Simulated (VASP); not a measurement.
OSZICAR of a VASP run on KMgF3 (cubic perovskite):

OSZICAR:
```
       N       E                     dE             d eps       ncg     rms          rms(c)
DAV:   1     0.240155411239E+03    0.24016E+03   -0.18015E+04   800   0.157E+03
DAV:   2    -0.166607466311E+02   -0.25682E+03   -0.24880E+03  1092   0.385E+02
DAV:   3    -0.266047558422E+02   -0.99440E+01   -0.99232E+01   960   0.754E+01
DAV:   4    -0.269419550671E+02   -0.33720E+00   -0.33679E+00  1400   0.111E+01
DAV:   5    -0.269432937791E+02   -0.13387E-02   -0.13387E-02   944   0.687E-01    0.924E+00
DAV:   6    -0.246533731024E+02    0.22899E+01   -0.97943E+00   884   0.236E+01    0.397E+00
DAV:   7    -0.246437352433E+02    0.96379E-02   -0.26970E-01  1060   0.353E+00    0.253E+00
DAV:   8    -0.246428308706E+02    0.90437E-03   -0.70661E-02   932   0.287E+00    0.300E-01
DAV:   9    -0.246423589688E+02    0.47190E-03   -0.15373E-02  1004   0.912E-01    0.122E-01
DAV:  10    -0.246426830021E+02   -0.32403E-03   -0.12940E-03  1084   0.289E-01    0.670E-02
DAV:  11    -0.246427147336E+02   -0.31731E-04   -0.20952E-04   944   0.111E-01    0.324E-02
DAV:  12    -0.246426880011E+02    0.26732E-04   -0.13419E-04   924   0.814E-02    0.222E-03
DAV:  13    -0.246426884204E+02   -0.41927E-06   -0.24282E-06  1012   0.127E-02    0.939E-04
DAV:  14    -0.246426883909E+02    0.29458E-07   -0.10795E-07   620   0.265E-03
   1 F= -.24642688E+02 E0= -.24642688E+02  d E =-.189682E-10
```

### Question
Which electronic solver shows in the log?

### Answer
It is blocked Davidson (ALGO = Normal, or the opening steps of other solvers). The INCAR had ALGO = Normal.

### Question
Can the final energy be trusted as converged?

### Answer
Self-consistency was reached. It stopped with EDIFF = 1E-7, NELM = 100 (PW91 GGA, plane waves, VASP's PBE PAW potentials (set 64)).

The compound is KMgF3 in the cubic perovskite structure. This cell is one point of a volume scan, at 0.94 of the reference volume.
